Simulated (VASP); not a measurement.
Computed with PBE GGA, VASP's PBE PAW potentials (set 64) (plane waves; VASP 6.6.1).

A VASP calculation is set up with these files.

File POSCAR:
```
NaF
1
    0.0000000000     2.3460490615     2.3460490615
    2.3460490615     0.0000000000     2.3460490615
    2.3460490615     2.3460490615     0.0000000000
Na F
1 1
Direct
  1.0000000000   1.0000000000   0.0000000000
  0.5000000000   0.5000000000   0.5000000000
```

KPOINTS:
```
Automatic mesh
0
Gamma
9 9 9
0 0 0
```

**INCAR**
```
# general
SYSTEM = NaF
PREC   = Accurate
ENCUT  = 520
LREAL  = .False.
LASPH  = .True.

# electronic loop
EDIFF  = 1E-6
NELM   = 100
ALGO   = Normal

# smearing
ISMEAR = 0
SIGMA  = 0.05

# functional
GGA    = PE

# ions
IBRION = 2
NSW    = 60
ISIF   = 3
EDIFFG = -0.01

# output
LWAVE  = .False.
LCHARG = .False.
```

POTCAR, in this order: Na_pv F (PBE.64 set). Program: vasp_std.

Output of the run:

**OUTCAR**
```
 ion  position               nearest neighbor table
   1  0.000  0.000  0.000-   2 2.35   2 2.35   2 2.35   2 2.35   2 2.35   2 2.35
   2  0.500  0.500  0.500-   1 2.35   1 2.35   1 2.35   1 2.35   1 2.35   1 2.35
  LATTYP: Found a face centered cubic cell.
 ALAT       =     4.6920981230
 Subroutine PRICEL returns:
 Original cell was already a primitive cell.
 Subroutine GETGRP returns: Found 48 space group operations
The static configuration has the point symmetry O_h .
The dynamic configuration has the point symmetry O_h .
 Subroutine INISYM returns: Found 48 space group operations
 Subroutine IBZKPT returns following result:
 Found     35 irreducible k-points:

 Following reciprocal coordinates:
            Coordinates               Weight
  0.000000  0.000000  0.000000      1.000000
  0.111111  0.000000  0.000000      8.000000
  0.222222  0.000000  0.000000      8.000000
  0.333333  0.000000  0.000000      8.000000
  0.444444  0.000000  0.000000      8.000000
  0.111111  0.111111  0.000000      6.000000
  0.222222  0.111111  0.000000     24.000000
  0.333333  0.111111  0.000000     24.000000
  0.444444  0.111111  0.000000     24.000000
 -0.444444  0.111111  0.000000     24.000000
 -0.333333  0.111111  0.000000     24.000000
 -0.222222  0.111111  0.000000     24.000000
 -0.111111  0.111111  0.000000     12.000000
  0.222222  0.222222  0.000000      6.000000
  0.333333  0.222222  0.000000     24.000000
  0.444444  0.222222  0.000000     24.000000
 -0.444444  0.222222  0.000000     24.000000
 -0.333333  0.222222  0.000000     24.000000
 -0.222222  0.222222  0.000000     12.000000
  0.333333  0.333333  0.000000      6.000000
  0.444444  0.333333  0.000000     24.000000
 -0.444444  0.333333  0.000000     24.000000
 -0.333333  0.333333  0.000000     12.000000
  0.444444  0.444444  0.000000      6.000000
...
```

### OSZICAR
```
       N       E                     dE             d eps       ncg     rms          rms(c)
DAV:   1     0.111304146328E+03    0.11130E+03   -0.81395E+03   782   0.152E+03
DAV:   2    -0.325032751471E+01   -0.11455E+03   -0.10659E+03   849   0.361E+02
DAV:   3    -0.940829531391E+01   -0.61580E+01   -0.61394E+01   878   0.872E+01
DAV:   4    -0.947124075585E+01   -0.62945E-01   -0.62933E-01   848   0.935E+00
DAV:   5    -0.947193707813E+01   -0.69632E-03   -0.69631E-03   887   0.100E+00    0.542E+00
DAV:   6    -0.857840910549E+01    0.89353E+00   -0.39271E+00   917   0.185E+01    0.187E+00
DAV:   7    -0.856706672970E+01    0.11342E-01   -0.30183E-02   773   0.258E+00    0.105E+00
DAV:   8    -0.856840686696E+01   -0.13401E-02   -0.29757E-02   773   0.451E+00    0.123E-01
DAV:   9    -0.856931949102E+01   -0.91262E-03   -0.41123E-03   863   0.681E-01    0.911E-02
DAV:  10    -0.856923132798E+01    0.88163E-04   -0.54518E-04   818   0.313E-01    0.921E-03
DAV:  11    -0.856922970420E+01    0.16238E-05   -0.15753E-05   869   0.938E-02    0.347E-03
DAV:  12    -0.856922992457E+01   -0.22037E-06   -0.13540E-06   800   0.258E-02
   1 F= -.85692299E+01 E0= -.85692299E+01  d E =-.856923E+01
```

### OUTCAR
```
------------------------ aborting loop because EDIFF is reached ----------------------------------------
  FORCE on cell =-STRESS in cart. coord.  units (eV):
  Direction    XX          YY          ZZ          XY          YZ          ZX
  --------------------------------------------------------------------------------------
  Total        0.0188425      0.0188425      0.0188425      0.0000000     -0.0000000     -0.0000000
  in kB        1.1689828      1.1689828      1.1689828      0.0000000     -0.0000000     -0.0000000
  external PRESSURE =       1.1689828 kB  Pullay stress =       0.0000000 kB
  volume of cell :       25.83
      direct lattice vectors                 reciprocal lattice vectors
     0.000000000  2.346049062  2.346049062    -0.213124273  0.213124273  0.213124273
     2.346049062  0.000000000  2.346049062     0.213124273 -0.213124273  0.213124273
     2.346049062  2.346049062  0.000000000     0.213124273  0.213124273 -0.213124273
  FREE ENERGIE OF THE ION-ELECTRON SYSTEM (eV)
  ---------------------------------------------------
  free  energy   TOTEN  =        -8.5692299246 eV

  energy  without entropy=       -8.5692299246  energy(sigma->0) =       -8.56922992

 reached required accuracy - stopping structural energy minimisation
```
(Selected blocks of OUTCAR.)

The compound is NaF in the rock salt structure. It was relaxed first. The start is the result of an earlier pass.
